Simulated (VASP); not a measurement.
A run of VASP 6.6.1 is set up as follows.

INCAR

```
SYSTEM = Ge
PREC = Accurate
ENCUT = 350
EDIFF = 1E-7
ISMEAR = 0
SIGMA = 0.02
LREAL = .False.
LASPH = .True.
NELM = 100
ALGO = Normal
ISIF = 2
LWAVE = .False.
LCHARG = .False.
GGA = PE
NBANDS = 21
```

KPOINTS

```
Automatic mesh
0
Gamma
  10 10 10
  0 0 0
```

Contents of POSCAR:

```
Ge                                      
1.0
    0.0000000000      2.8499440361      2.8499440361
    2.8499440361      0.0000000000      2.8499440361
    2.8499440361      2.8499440361      0.0000000000
  Ge            
     2
Direct
     0.0000000000000000    0.0000000000000000    0.0000000000000000
     0.2500000000000000    0.2500000000000000    0.2500000000000000
```

Potentials or basis: VASP PAW PBE potentials, release 64 (Ge_d).

Command:

```sh
$ cat potpaw_PBE.64/Ge_d/POTCAR > POTCAR
$ mpirun -np 1 vasp_std > vasp.out
```

Q: What does it give for the band gap on the k mesh?

A: None (metal or under the smearing width).
